**Q.** I have a photoemission spectrum of tungsten and would like to know roughly how deep its filled d states should lie. Can I work that out on paper?

**A.** Yes, if you want the average depth and can accept an error of a few tenths of an eV. You need two numbers: the width of the d band, w, and the fraction of it that is filled, f. The table gives density-functional values to compare with. Its projection band centre is the average energy of the filled states of one character, counted from the Fermi energy, and its projection electrons are the electrons of that character found inside a sphere around the atom. Both leave out the deep 5s and 5p shells. The densities of states behind the table were computed with the tetrahedron method, on a finer mesh than the self-consistent step before them.

Body-centred cubic tungsten, computed with VASP 6.6.1 using PBE, PAW potentials (W_sv), a 520 eV cutoff and collinear spins without spin-orbit coupling. The densities of states use the tetrahedron method on a 27×27×27 k mesh, after a self-consistent step on 18×18×18, and are evaluated from −12 eV up to the Fermi energy, which is the zero of energy.

```
projection name  projection electrons (e)  projection band centre (eV)
        W1_d_up                     1.660                       -3.020
      W1_d_down                     1.660                       -3.020
        W1_p_up                     0.210                       -2.920
      W1_p_down                     0.210                       -2.920
        W1_s_up                     0.200                       -5.620
      W1_s_down                     0.200                       -5.620
```

**Q.** Why does each character appear twice?

**A.** Once for each spin. The calculation was started with a magnetic moment, which vanished, so up and down are equal. There are three separate centres to understand, and I will follow W1_d_up and W1_s_up.

**Q.** Then start with d. Where does the band's width come from?

**A.** From the overlap of d orbitals on neighbouring atoms. Combinations that bond lie low, combinations that antibond lie high, and a crystal has a nearly continuous range of them in between. Electrons fill this range from the bottom up to the Fermi energy. In the middle of a transition series the bonding half is filled and the antibonding half is largely empty, which is why tungsten is so strongly bound.

**Q.** How does that become a number?

**A.** Pretend that the d states are spread evenly over the width. The filled part then reaches down to f·w below the Fermi energy, and its average lies halfway:

d centre ≈ −f·w/2

For tungsten I take a width of about 11 eV, a rough recalled value, and about five d electrons in ten places, so f = 1/2. The filled part is 5.5 eV deep and its centre lies at −5.5/2 = −2.75 eV. The calculation gives −3.02 eV, so the estimate is too shallow by 9% of the computed depth.

**Q.** Is there a reason for it to come out too shallow?

**A.** Theory offers one. In a body-centred cubic metal the d states aren't spread evenly: they crowd into a lower and an upper group with a dip between them, and tungsten's Fermi energy lies near that dip. An even spread therefore puts too many filled states just below the Fermi energy. But a band 1 eV wider would also lower the estimate by 0.25 eV, nearly the whole error. The filling is a round guess too: each d electron moves the estimate by 0.55 eV, so half an electron more would remove the error and half an electron fewer would double it. This comparison can't separate shape from width or filling.

**Q.** The table lists 1.66 d electrons for each spin. Why not use those instead of assuming five?

**A.** Because they count only what lies inside the sphere. All the projections together hold 4.14 of the six valence electrons, and the rest sits mostly between the atoms or in the outer parts of orbitals. If you take the 3.32 projected d electrons as the filling, the centre comes out at −1.83 eV, which is 1.2 eV too shallow. The centre itself should suffer less from the lost charge, because it is an average: if a similar share is lost at every energy, the average stays where it is. That was not tested here, and bonding states reach further out than the others, so the projected centre may be somewhat too shallow.

**Q.** Now the s states. In the free atom 6s and 5d are close in energy, yet here s lies far deeper.

**A.** The computed s centre is −5.62 eV, almost twice as deep as the d centre. This isn't the position of an atomic 6s level. The s orbitals are large and overlap strongly, so their band is very broad, and its lowest states, in which all atoms are in phase, lie below the d bands. Going up from there, the s band runs into the d bands and mixes with them, and part of its s character is pushed to energies above the Fermi energy. What remains filled is therefore weighted towards the bottom.

**Q.** Can I estimate that as well?

**A.** Only with a cruder marker. Some of the filled s character lies below the lower edge of the d band and some lies above it, mixed into d states. As a marker I take the lower edge of the evenly spread band, which need not be the real edge, since a body-centred cubic d band thins out at the bottom and can reach deeper:

s centre ≈ −f·w

With the same two numbers this gives −5.5 eV, within about 0.1 eV of the calculation. I chose this marker with the computed value in view, so the close agreement is no test of it. The argument for low-lying s character is sound physics, but that its average falls right at the edge is a guess. What the table does show is that s can't be treated like d: the d formula would put it 2.9 eV too high.

**Q.** And p?

**A.** Use the d formula. The p character inside the sphere comes from mixing into the filled bands, through tails of orbitals on neighbouring atoms and the atom's own 6p, so one may expect it to be spread over a similar range; the table doesn't show which source matters more. The estimate of −2.75 eV compares with a computed −2.92 eV. Over the whole table the typical error is 0.2 eV, a figure that includes the s marker chosen with the answer in view, and the largest is the 0.27 eV of the d rows. The printed output after this text lists the comparison row by row.

**Q.** How would I adapt the rule to a neighbouring metal?

**A.** Change the filling first. At the same width, one d electron fewer raises the centre of an even band by about half an eV, because the filled part becomes shallower. Trust the direction rather than the size: near the dip there are few states, so the Fermi energy drops faster and the real shift can be a good deal larger. Once the Fermi energy sits in the crowded lower group, the even spread may come out too deep instead of too shallow. Then correct the width: larger d orbitals or shorter distances between atoms mean more overlap and a wider band. These are the directions that the model predicts; the table tests it for tungsten alone.

**Q.** When should I put the rule away?

**A.** When the d band is full, as in copper or gold. The Fermi energy then lies above the top of the band, and that extra distance has to be added. In a magnetic metal the two spins have different fillings and need separate estimates.

Take care also if you work with catalysts, where "d-band centre" usually means the average over filled and empty states together. For a half-filled even band that average lies at the Fermi energy, not 3 eV below it.

**Q.** And for my spectrum?

**A.** Use the estimate to place the middle of the d emission, not its individual peaks. The calculation leaves out spin-orbit coupling, which in tungsten splits some bands by tenths of an eV. How far this moves the average was not tested. The rule itself is off by a few tenths of an eV, so agreement with a measured spectrum to better than that would mean little.

Numerical output:

```
Rule against calculation, eV:
        row  computed  estimate  estimate_less_computed  miss_percent  width_needed
    W1_d_up     -3.02     -2.75                    0.27          8.94         12.08
  W1_d_down     -3.02     -2.75                    0.27          8.94         12.08
    W1_p_up     -2.92     -2.75                    0.17         5.822         11.68
  W1_p_down     -2.92     -2.75                    0.17         5.822         11.68
    W1_s_up     -5.62      -5.5                    0.12         2.135         11.24
  W1_s_down     -5.62      -5.5                    0.12         2.135         11.24
Largest miss of the rule, eV: 0.27
Root-mean-square miss of the rule, eV: 0.1968
Depth of s centre divided by depth of d centre: 1.861
s centre less d centre, eV: -2.6
Shift of the d estimate per extra d electron, eV: -0.55
Shift of the d estimate per extra eV of width, eV: -0.25
Shift of the s estimate per extra eV of width, eV: -0.5
Projected d electrons, both spins: 3.32
All projected electrons, both spins: 4.14
Valence electrons not assigned by the projections: 1.86
Rival: d centre with filling from the projected count, eV: -1.826
Miss of that rival, eV: 1.194
Rival: miss for s if the flat-band centre is used, eV: 2.87
```
